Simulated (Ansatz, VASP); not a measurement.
# TiB2: VASP beside Ansatz

One calculation is typed for both programs; each brings its own data sets. How far apart do they land? The cell is taken from a series of runs on this material, whose earlier steps may have relaxed, scaled, displaced or heated it; both programs get it as it stands.

Program: Ansatz 0.2.0. Level of theory: plane waves, with VASP 6.6.1 beside it; zone-centre phonons at LDA. Results are calculated unless marked as measured.

## Step 1: Set-up

Symmetry: P6/mmm, No. 191, hexagonal system. The conventional cell has a = 2.921 Å, b = 2.921 Å, c = 3.053 Å, α = 90.00°, β = 90.00°, γ = 120.00°. B has 3 B at 1.69 Å and 6 Ti at 2.27 Å nearest. Nearest to Ti lie 12 B at 2.27 Å. Farther neighbours are not listed.

## Step 2: Ansatz: zone-centre phonons, LDA

Ansatz runs on its PAW soft_1 files.

Second derivatives magnify differences that forces hide, and they need a tight electronic threshold.

Contents of input.yaml:

```yaml
crystal:
  lattice:
    - [2.9210265827, 0.0, 0.0]
    - [-1.4605132914, 2.5296832257, 0.0]
    - [0.0, 0.0, 3.0534631998]
  atoms:
    - { symbol: B, position: [0.3333333333, 0.6666666667, 0.5] }
    - { symbol: B, position: [0.6666666667, 0.3333333333, 0.5] }
    - { symbol: Ti, position: [0.0, 0.0, 0.0] }
kpoints:
  mp_grid: { grid: [18, 18, 16] }
hamiltonian:
  xc: lda
  pseudopotentials: { kind: paw, azcp: { folder: soft_1 }, xc_functional: pbe }
scf:
  occupations: { method: methfessel_paxton, width: 0.2 }
output:
  eigenvalues: true
phonons:
  method: dfpt
```

On the command line:

```bash
$ ansatz run input.yaml --threads 4 --pin off --max-ram 10240MiB --backend cpu --events-out ev --progress --plain --runs-dir out
```

Numbers of over 12 decimals in the logs are rounded to 6 here.

Output:

```text
zone centre: on kpoints.mp_grid the ground state, and the responses unless they are solved on pairs of k-points, stand on 819 of the mesh's 5184 k-points, reduced under 4 symmetry operations, with k and −k counted as one. Each operation leaves every solved displacement unchanged or reverses it
Engine: ansatz 0.2.0, x86_64-unknown-linux-gnu
Pseudopotentials: kind: paw
Pseudopotential: B, paw, valence charge 3, recommended cutoff 420 eV (normal), soft_1/B.paw.azcp
Pseudopotential: Ti, paw, valence charge 12, recommended cutoff 420 eV (normal), soft_1/Ti.paw.azcp
Functional definition: SPW92
  exchange = slater_x
  correlation = pw_c
Crystal: 3 atoms, lattice volume = 22.563 Å³
Basis set: ecut = 420 eV, 407 PW (Γ), exchange–correlation on 40×40×48 points (8 copies of the dense FFT grid, shifted against one another)
Bands: 13, of which v1, the nominal top of the filled ones, is band 9 counted from 1 (8 counted from 0)
Symmetry: 24 space group operations
k-points: 819 of 5184 (irreducible under 4 space group operations, time reversal used)
Non-local potential: B, projectors of the file, l = 0: 2, l = 1: 2, l = 2: 1
Non-local potential: Ti, projectors of the file, l = 0: 3, l = 1: 2, l = 2: 3, l = 3: 1
PAW form: soft (Blöchl's): semilocal exchange-correlation on the pseudo side does not see the compensation charge
PAW frozen core: B, regenerated for the run's functional, and the local potential with it (the file was generated under x = pbe(κ = 0.804, μ = 0.219515), c = pbe(β = 0.066725))
PAW frozen core: Ti, regenerated for the run's functional, and the local potential with it (the file was generated under x = pbe(κ = 0.804, μ = 0.219515), c = pbe(β = 0.066725))
PAW one-centre angular grid: B, 110 points (default); XC on 64 Gauss nodes
PAW one-centre angular grid: Ti, 590 points (default); XC on 64 Gauss nodes
Initial density: superposition of atomic densities (chi_scale 0.1, normalization cell, long waves kept (reshape's long-wave potential 0.00 eV rms))
Initial wavefunctions: pseudopotential atomic-orbital guess
Functional: x = slater, c = lda
SCF iter   1: F=—  HF=-2754.550758 eV  |F-HF|=—  |Δ(HF+E_count)|=         —  Δρ=1.22e-1  dr2=5.16e0  ethr=3.10e-3  ⟨swp⟩=4.6  Hψ=51057  notcnv=0
preconditioner: auto → none  [metal: Δε(μ)=0.033 eV  Ē_g=10.293 eV  σ=0.200 eV  W_gap=0.14  n_scr=8 (ndim 8)  ℏωp=24.7 eV  f_vac=0.000  D(μ)=0.35/eV (n_scr^D=0)  sad-step TF]
SCF iter   2: F=—  HF=-2753.825266 eV  |F-HF|=—  |Δ(HF+E_count)|=   7.25e-1  S|Δr|=    0.00e0  Δρ=8.26e-2  dr2=2.51e0  ethr=3.10e-3  ⟨swp⟩=2.0  Hψ=20358  notcnv=0
SCF iter   3: F=—  HF=-2753.159765 eV  |F-HF|=—  |Δ(HF+E_count)|=   6.66e-1  S|Δr|=    0.00e0  Δρ=8.85e-3  dr2=1.77e-2  ethr=3.10e-3  ⟨swp⟩=3.3  Hψ=21747  notcnv=0
SCF iter   4: F=—  HF=-2753.158885 eV  |F-HF|=—  |Δ(HF+E_count)|=   8.80e-4  S|Δr|=    0.00e0  Δρ=1.13e-3  dr2=3.38e-4  ethr=9.84e-5  ⟨swp⟩=1.9  Hψ=19065  notcnv=0
SCF iter   5: F=—  HF=-2753.158887 eV  |F-HF|=—  |Δ(HF+E_count)|=   1.24e-6  S|Δr|=    0.00e0  Δρ=3.51e-4  dr2=4.34e-5  ethr=1.88e-6  ⟨swp⟩=2.1  Hψ=14630  notcnv=0
SCF iter   6: F=—  HF=-2753.158878 eV  |F-HF|=—  |Δ(HF+E_count)|=   8.73e-6  S|Δr|=    0.00e0  Δρ=7.63e-5  dr2=1.30e-6  ethr=2.41e-7  ⟨swp⟩=2.5  Hψ=16019  notcnv=0
SCF iter   7: F=—  HF=-2753.158878 eV  |F-HF|=—  |Δ(HF+E_count)|=   5.06e-7  S|Δr|=    0.00e0  Δρ=6.72e-6  dr2=1.38e-8  ethr=7.22e-9  ⟨swp⟩=2.7  Hψ=16566  notcnv=0
SCF iter   8: F=—  HF=-2753.158878 eV  |F-HF|=—  |Δ(HF+E_count)|=   3.27e-9  S|Δr|=    0.00e0  Δρ=6.18e-7  dr2=9.21e-11  ethr=7.67e-11  ⟨swp⟩=2.5  Hψ=14715  notcnv=0
SCF iter   9: F=-2753.158878 eV  HF=-2753.158878 eV  |F-HF|=4.55e-13  |Δ(HF+E_count)|=  1.55e-11  S|Δr|=    0.00e0  Δρ=7.74e-8  dr2=1.25e-12  ethr=1.00e-12  ⟨swp⟩=5.0  Hψ=39601  notcnv=0
the search or the solves at the SCF's close seem to have found levels that the self-consistency loop had missed (the run counts 2). By its estimate they hold under 1e-12 electrons; where the run keeps them, the occupations were computed again with them
SCF 1 converged in 9 iterations: F = -2753.158878 eV  dr2 = 1.25e-12
  greatest PAW one-centre occupation: 0.998 electrons in one spin orbital (limit 2), on the Ti atom at site 2 (counted from 0), in its partial waves of l = 0
DFPT response loops at Γ: preconditioner auto → Kerker (q_TF=auto, 2.627 Å⁻¹) (partly filled bands, converged f_vac=0.000); β = 1.00, the filter's whole step (`scf.mixing.beta` (0.50) is not read by the response loops under this deck's `scf.mixing.preconditioner`; to damp them name `kerker` or `kerker_dos`, under which they read `scf.mixing.beta`, and type it under 1.00, their step now; both keys bind the ground state too); Broyden in place of MSR1
SCF converged after 9 iterations
Stability not checked: this state was not tested for a lower state beside it, because cold or Methfessel-Paxton smearing, or corrected tetrahedra, fill the levels in a way that the test cannot read (fill_not_monotonic; see scf.lower_state_search)
Free energy (F): -2753.158878 eV
Harris-Foulkes:  -2753.158878 eV  (|F-HF|=4.55e-13)
Internal energy: -2753.159074 eV  (E = F + TS)
E sigma→0 (E₀):  -2753.158927 eV
Entropy (-TS):   0.000196 eV (0.065 meV/atom)
Fermi energy:    16.988603 eV
--- Per-component energies (eV) ---
  E_band       = -58.549801
  E_kinetic    = 394.641265
  E_local      = -771.642144  (includes V_loc(G=0)·N_el)
  E_nonlocal   = 82.489202
  E_hartree    = 324.305975
  E_xc         = -186.741509
  E_vxc        = -230.306695  (∫ρ·V_xc dr)
  E_paw        = -1139.386134  (= ΣΔE_a)
  E_vpaw       = -182.343365  (= ΣTr[D̂ρ^β])
  E_aug_tail   = -0.000052  (compensation charges beyond the density's cutoff)
  E_ewald      = -1457.243298
  E_core_change = 0.417619  (= ΣΔE_core)
  E_smearing   = 0.000196  (= −TS)
  E_closure    = 0.000000  (closes the sum)
  Σ components = -2753.158878   (vs F -2753.158878, Δ=0.00e0)
--- Band table (eV; the first three rows and the last of 819) ---
  k-point 0: bands = [... 5 lower, 13.9345, 13.9345, 14.5599, 14.9186, 19.2537, 19.2537, 21.3720, 21.3720]
  k-point 1: bands = [... 5 lower, 13.8991, 13.9823, 13.9823, 15.5323, 19.0645, 19.0645, 21.2580, 21.2580]
  k-point 2: bands = [... 5 lower, 13.0487, 14.1253, 14.1253, 16.2525, 18.6178, 18.6178, 20.9318, 20.9318]
  k-point 818: bands = [... 5 lower, 9.4498, 11.4291, 12.7674, 13.9325, 19.9909, 20.7205, 21.6247, 22.5590]
--- Phonons (Γ-DFPT): 4 representative perturbations + reference, on 819 of 5184 k-points (Σ response iterations 12) ---
  k mesh reduced under 4 symmetry operations, with k and −k counted as one. Each operation leaves every solved displacement unchanged or reverses it
  ASR residual: 2.593e-5 → 0.000e0 eV/Å²; symmetrization residual: 1.893e-7 eV/Å²
  ASR residual per site (eV/Å²): 2.13e-6 2.13e-6 2.59e-5
  Γ frequencies (cm⁻¹): 0.00 0.00 0.00 598.73 598.73 613.44 625.56 1012.80 1012.80
  non-analytic LO–TO correction: not included (Born effective charges unavailable; polar crystals: no LO–TO splitting at Γ)
```

Reading the cycles: dr2 is the Hartree energy of the density residual (eV), the measure of convergence; HF is the Harris–Foulkes estimate of the energy, which meets the free energy F at convergence.

[end of part 1 of 2]

[Lines on the potential files, build, host, timing and source positions are cut from VASP's logs without a mark.]

[Logs are printed without paths, hosts, clocks, repeated set-up lines and the standing remarks that a program may print on its own settings, such as how far it seeks lower states.]

[Hosts, paths, dates, database ids (printed as entryN), source tags and the programs' standing remarks are cut or masked in the printed files.]
